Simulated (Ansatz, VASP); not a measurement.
Li16TeS7 (a cell with a defect): VASP beside Ansatz

```
Li Te S
1.0
     0.00000    5.67034    5.67034
     5.67034    0.00000    5.67034
     5.67034    5.67034    0.00000
Li Te S
16 1 7
Cartesian
  4.2640 4.2640 4.2640
  7.0766 7.0766 4.2640
  7.0766 4.2640 7.0766
  9.8435 7.1675 7.1675
  4.2640 7.0766 7.0766
  7.1675 9.8435 7.1675
  7.1675 7.1675 9.8435
  9.8435 9.8435 9.8435
  1.4972 1.4972 1.4972
  4.1732 4.1732 1.4972
  4.1732 1.4972 4.1732
  7.0766 4.2640 4.2640
  1.4972 4.1732 4.1732
  4.2640 7.0766 4.2640
  4.2640 4.2640 7.0766
  7.0766 7.0766 7.0766
  0.0000 0.0000 0.0000
  2.8352 2.8352 0.0000
  2.8352 0.0000 2.8352
  5.6703 2.8352 2.8352
  0.0000 2.8352 2.8352
  2.8352 5.6703 2.8352
  2.8352 2.8352 5.6703
  5.6703 5.6703 5.6703
```

Alike in both runs: task electric field gradients; functional r2SCAN; k mesh 3 × 3 × 3; occupations fermi-dirac, width 0.01 eV; no spin polarisation.

```csv
,VASP,Ansatz
version,VASP 6.6.1,Ansatz 0.2.0
potentials or method,"VASP PAW PBE potentials, release 64 (Li_sv, Te, S)","plane-wave PAW, scalar-relativistic"
plane-wave cutoff (eV),520,500
valence electrons in the cell,96,106
```

Ansatz gave:

| Quantity | Value |
| --- | --- |
| gap on the k mesh at the Fermi level (eV) | 3.07 |
| rms of the force components (eV/Å) | 0.014 |
| Vzz of the field gradient on the site that differs most (V/Å²) | -18.5 |

Task: What did VASP give for the same quantities?

Result: gap on the k mesh at the Fermi level (eV): 3.06; rms of the force components (eV/Å): 0.017; Vzz of the field gradient on the site that differs most (V/Å²): -17.6.

Atom by atom the forces differ by 0.009 eV/Å (rms over components). The two sets of potentials don't hold the same shells in valence. Ansatz warned: «gradients_without_spin_orbit».

Caveats: the PAW data sets were made with another functional, which shifts forces and pressure a little (VASP); spin-orbit coupling is left out, which moves the levels of the heavy elements. r2SCAN opens gaps a little over a GGA but as a rule still falls short of measured ones.
